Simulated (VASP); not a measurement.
Input:

```xyz
2
Lattice="2.8398 0.0000 0.0000 0.0000 2.8398 0.0000 0.0000 0.0000 2.8398" Properties=species:S:1:pos:R:3 pbc="T T T"
Al     1.4199     1.4199     1.4199
Fe     0.0000     0.0000     0.0000
```

Calculation: PBEsol GGA with spin-orbit coupling, VASP's PBE PAW potentials (set 64) (plane waves; VASP). Numerical set-up: 400 eV cut-off, 12×12×12 Γ-centred mesh, Gaussian smearing of 0.050 eV, potentials Al Fe.

Problem. Give the energies of bands 3 to 16 at the high-symmetry points, in eV from the Fermi level.

Solution. 
| band | Γ | X | M | R |
|---|---|---|---|---|
| 3 | -2.35 | -6.02 | -2.39 | -3.43 |
| 4 | -2.35 | -6.02 | -2.39 | -3.43 |
| 5 | -2.35 | -1.66 | -2.05 | -3.40 |
| 6 | -2.35 | -1.66 | -2.05 | -3.40 |
| 7 | 0.15 | -0.90 | -2.00 | 0.92 |
| 8 | 0.15 | -0.90 | -2.00 | 0.92 |
| 9 | 0.15 | -0.84 | -0.64 | 0.92 |
| 10 | 0.15 | -0.84 | -0.64 | 0.92 |
| 11 | 0.24 | 0.32 | -0.59 | 3.05 |
| 12 | 0.24 | 0.32 | -0.59 | 3.05 |
| 13 | 6.63 | 1.33 | 0.87 | 3.20 |
| 14 | 6.63 | 1.33 | 0.87 | 3.20 |
| 15 | 6.76 | 8.88 | 3.68 | 3.20 |
| 16 | 6.76 | 8.88 | 3.68 | 3.20 |

It has no gap at this level: it comes out as a metal or semimetal.

The compound is FeAl in the CsCl type structure. It was relaxed first, which changed the volume by -7 %.
